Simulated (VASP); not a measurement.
Level of theory: PBE GGA, VASP's PBE PAW potentials (set 64) (plane waves; VASP).

VASP ran on this input.

File KPOINTS:
```
Automatic mesh
0
Gamma
6 6 6
0 0 0
```

File POSCAR:
```
Rh
1
    0.0000000000     1.9000000000     1.9000000000
    1.9000000000     0.0000000000     1.9000000000
    1.9000000000     1.9000000000     0.0000000000
Rh
1
Direct
  0.0000000000   0.0000000000   0.0000000000
```

INCAR:
```
SYSTEM=Rh
PREC=Accurate; ENCUT=300; LREAL=.FALSE.
LASPH=.TRUE.
EDIFF=1E-6; NELM=100; ALGO=Normal
LMAXMIX=4
ISMEAR=0; SIGMA=0.2
GGA=PE
ISIF=2
LWAVE=.FALSE.; LCHARG=.FALSE.
```

POTCAR, in this order: Rh_pv (PBE.64 set). Program: vasp_std.

The run wrote:

File OSZICAR:
```
       N       E                     dE             d eps       ncg     rms          rms(c)
DAV:   1     0.717969583477E+02    0.71797E+02   -0.70015E+03   363   0.995E+02
DAV:   2    -0.685997090932E+01   -0.78657E+02   -0.74850E+02   358   0.296E+02
DAV:   3    -0.768013088415E+01   -0.82016E+00   -0.81723E+00   406   0.355E+01
DAV:   4    -0.768445872918E+01   -0.43278E-02   -0.43276E-02   382   0.248E+00
DAV:   5    -0.768452495859E+01   -0.66229E-04   -0.66230E-04   406   0.271E-01    0.101E+01
DAV:   6    -0.721236592994E+01    0.47216E+00   -0.11111E+00   367   0.157E+01    0.368E+00
DAV:   7    -0.719612157332E+01    0.16244E-01   -0.14564E-02   391   0.144E+00    0.181E+00
DAV:   8    -0.719209487203E+01    0.40267E-02   -0.25271E-03   361   0.797E-01    0.157E-01
DAV:   9    -0.719203911556E+01    0.55756E-04   -0.33788E-05   418   0.779E-02    0.109E-02
DAV:  10    -0.719204290365E+01   -0.37881E-05   -0.17370E-06   353   0.159E-02    0.130E-03
DAV:  11    -0.719204286461E+01    0.39031E-07   -0.88664E-08   200   0.435E-03
   1 F= -.71920429E+01 E0= -.71743670E+01  d E =-.353518E-01
```

File OUTCAR:
```
------------------------ aborting loop because EDIFF is reached ----------------------------------------
  FORCE on cell =-STRESS in cart. coord.  units (eV):
  Direction    XX          YY          ZZ          XY          YZ          ZX
  --------------------------------------------------------------------------------------
  Total        0.6606203      0.6606203      0.6606203      0.0000000      0.0000000      0.0000000
  in kB       77.1563518     77.1563518     77.1563518      0.0000000      0.0000000      0.0000000
  external PRESSURE =      77.1563518 kB  Pullay stress =       0.0000000 kB
  volume of cell :       13.72
      direct lattice vectors                 reciprocal lattice vectors
     0.000000000  1.900000000  1.900000000    -0.263157895  0.263157895  0.263157895
     1.900000000  0.000000000  1.900000000     0.263157895 -0.263157895  0.263157895
     1.900000000  1.900000000  0.000000000     0.263157895  0.263157895 -0.263157895
 POSITION                                       TOTAL-FORCE (eV/Angst)
 -----------------------------------------------------------------------------------
      0.00000      0.00000      0.00000        -0.000000      0.000000     -0.000000
 -----------------------------------------------------------------------------------
    total drift:                                0.000000      0.000000      0.000000
  FREE ENERGIE OF THE ION-ELECTRON SYSTEM (eV)
  ---------------------------------------------------
  free  energy   TOTEN  =        -7.1920428646 eV

  energy  without entropy=       -7.1566910593  energy(sigma->0) =       -7.17436696
```
(Selected blocks of OUTCAR.)

### OUTCAR
```
 val. band max:       11.7169551821   @ k =   0.3333   0.0000   0.0000

 cond. band min:      11.8159883646   @ k =   0.3333   0.1667   0.0000


 Fermi energy:        11.7817203417

 k-point     1 :       0.0000    0.0000    0.0000
  band No.  band energies     occupation
      1     -34.4234      2.00000
      2     -34.4234      2.00000
      3     -34.4234      2.00000
      4       3.9608      2.00000
      5       8.8706      2.00000
      6       8.8706      2.00000
      7       8.8706      2.00000
      8      10.9537      2.00000
      9      10.9537      2.00000
     10      27.9504      0.00000
     11      32.5553      0.00000

 k-point     2 :       0.1667    0.0000    0.0000
  band No.  band energies     occupation
      1     -34.6139      2.00000
      2     -34.4493      2.00000
      3     -34.4493      2.00000
      4       4.9778      2.00000
      5       8.5391      2.00000
      6       9.1906      2.00000
      7       9.1906      2.00000
      8      10.8491      2.00000
      9      10.8491      2.00000
     10      29.1676      0.00000
     11      29.6710      0.00000

 k-point     3 :       0.3333    0.0000    0.0000
  band No.  band energies     occupation
      1     -34.9842      2.00000
      2     -34.5005      2.00000
      3     -34.5005      2.00000
      4       5.9801      2.00000
      5       9.0483      2.00000
      6       9.0483      2.00000
      7       9.9637      2.00000
      8      11.7170      1.35302
      9      11.7170      1.35302
     10      24.3936      0.00000
     11      28.6620      0.00000

 k-point     4 :       0.5000    0.0000    0.0000
  band No.  band energies     occupation
      1     -35.1641      2.00000
      2     -34.5261      2.00000
      3     -34.5261      2.00000
      4       5.8165      2.00000
      5       8.7859      2.00000
      6       8.7859      2.00000
      7      12.5271      0.00000
      8      12.5271      0.00000
      9      12.6763      0.00000
...
```

At this cut-off the stress carries a Pulay error, which pulls relaxed volumes low.

The structure is a typed Rh crystal (Fm-3m). The cell was not relaxed at this level. The k-mesh is coarse (spacing up to 0.48 per Å, 2π included), so the numbers may not be converged in it. The run is one of a series of settings (KPOINTS 6×6×6 Γ-centred mesh against the base run), some of them coarse on purpose.
